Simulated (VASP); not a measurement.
Level of theory: PBE GGA, VASP's PBE PAW potentials (set 64) (plane waves; VASP 6.6.1).

The input files of a VASP run:

INCAR:
```
LORBIT = 11
LMAXMIX = 4
MAGMOM = 0.0 3.0 3.0 3.0
LASPH = .TRUE.
LCHARG = .FALSE.
NELM = 100
ISIF = 2
ISPIN = 2   ! spin-polarised
ENCUT = 300   ! plane-wave cut-off (eV)
EDIFF = 1E-6   ! SCF stop (eV)
LWAVE = .FALSE.
ALGO = Normal
PREC = Accurate
SIGMA = 0.05
GGA = PE
SYSTEM = YCr3
LREAL = .FALSE.   ! projection in real space or not
ISMEAR = 0   ! Gaussian
```

### KPOINTS
```
Automatic mesh
0
Gamma
4 4 4
0 0 0
```

**POSCAR**
```
YCr3
1.0
  0.0000000000   3.5270050000   3.5270050000
  3.5270050000   0.0000000000   3.5270050000
  3.5270050000   3.5270050000   0.0000000000
Y Cr
1 3
Cart
  0.0000000000   0.0000000000   0.0000000000
  3.5270050000   3.5270050000   3.5270050000
  1.7635025000   1.7635025000   1.7635025000
  5.2905075000   5.2905075000   5.2905075000
```

POTCAR, in this order: Y_sv Cr_pv (PBE.64 set). Program: vasp_std.

### Question
What will the output report for the number of irreducible k-points (NKPTS), largest plane-wave count, number of space-group operations, FFT grid (NGX, NGY, NGZ)?

### Answer

```
Quantity                                      Result
--------------------------------------  ------------
number of irreducible k-points (NKPTS)             8
largest plane-wave count                        1056
number of space-group operations                  48
FFT grid (NGX, NGY, NGZ)                28 × 28 × 28
```

The structure was generated: YCr3 was put into an ordered model structure, which need not be its known phase. The cell was not relaxed at this level, and its volume differs by -5.9 % from the start's. The k-mesh is coarse (spacing up to 0.39 per Å, 2π included), so the numbers may not be converged in it.
